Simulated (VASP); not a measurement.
Method: PBE GGA with spin-orbit coupling, VASP's PBE PAW potentials (set 64) (plane waves; VASP).

A VASP calculation is set up with these files.

**INCAR**
```
ALGO  =  Normal
EDIFF  =  1E-6
ENCUT  =  300
GGA  =  PE
GGA_COMPAT  =  .FALSE.
ISIF  =  2
ISMEAR  =  -1
LASPH  =  .TRUE.
LCHARG  =  .FALSE.
LMAXMIX  =  4
LNONCOLLINEAR  =  .TRUE.
LORBIT  =  11
LREAL  =  .FALSE.
LSORBIT  =  .TRUE.
LWAVE  =  .FALSE.
MAGMOM  =  0.0 0.0 0.0 0.0 0.0 0.0 0.0 0.0 0.0 0.0 0.0 0.0 0.0 0.0 0.0 0.0 0.0 0.0
NELM  =  100
PREC  =  Accurate
SIGMA  =  0.1
SYSTEM  =  GeMo2
```

File KPOINTS:
```
Automatic mesh
0
Gamma
3 3 2
0 0 0
```

POSCAR:
```
GeMo2
1
    4.1188000000     0.0000000000     0.0000000000
    0.0000000000     4.1188000000     0.0000000000
    0.0000000000     0.0000000000     6.2846560000
Mo Ge
4 2
Direct
  0.0000000000   0.0000000000   0.0000000000
  0.5000000000   0.5000000000   0.0000000000
  0.5000000000   0.0000000000   0.2700000000
  0.0000000000   0.5000000000   0.7300000000
  0.5000000000   0.0000000000   0.7000000000
  0.0000000000   0.5000000000   0.3000000000
```

POTCAR, in this order: Mo_sv Ge_d (PBE.64 set). Program: vasp_ncl.

At this cut-off the stress carries a Pulay error, which pulls relaxed volumes low.

**Question.** Predict the energy per atom (σ→0), pressure, largest force, band gap (on the k-mesh).

**Answer.** 
```json
{
 "energy per atom (σ→0)": "-8.657 eV/atom",
 "band gap (on the k-mesh)": "none (metal, semimetal or under 0.01 eV)",
 "pressure": "-4.98 GPa",
 "largest_force": "0.663 eV/Å"
}
```

File OSZICAR:
```
...
DAV:   9    -0.520418034386E+02    0.90108E-02   -0.30163E-01  1464   0.247E+00    0.111E+00
DAV:  10    -0.520373372233E+02    0.44662E-02   -0.34060E-02  1544   0.961E-01    0.687E-01
DAV:  11    -0.520364195745E+02    0.91765E-03   -0.43045E-03  1536   0.389E-01    0.225E-01
DAV:  12    -0.520363545134E+02    0.65061E-04   -0.87135E-04  1592   0.167E-01    0.481E-02
DAV:  13    -0.520363437284E+02    0.10785E-04   -0.98750E-05  1392   0.681E-02    0.157E-02
DAV:  14    -0.520363487748E+02   -0.50464E-05   -0.11000E-05  1496   0.174E-02    0.527E-03
DAV:  15    -0.520363489635E+02   -0.18864E-06   -0.67214E-07   880   0.591E-03
   1 F= -.52036349E+02 E0= -.51944415E+02  d E =-.183869E+00  mag=     0.0000    -0.0000     0.0000
```

The structure was generated: GeMo2 was put into an ordered model structure, which need not be its known phase. The cell was not relaxed at this level. The k-mesh is coarse (spacing up to 0.51 per Å, 2π included), so the numbers may not be converged in it. The run is one of a series of settings (GGA_COMPAT = .FALSE., LNONCOLLINEAR = .TRUE., LSORBIT = .TRUE., MAGMOM = 0.0 0.0 0.0 0.0 0.0 0.0 0.0 0.0 0.0 0.0 0.0 0.0 0.0 0.0 0.0 0.0 0.0 0.0, program vasp_ncl against the base run), some of them coarse on purpose.
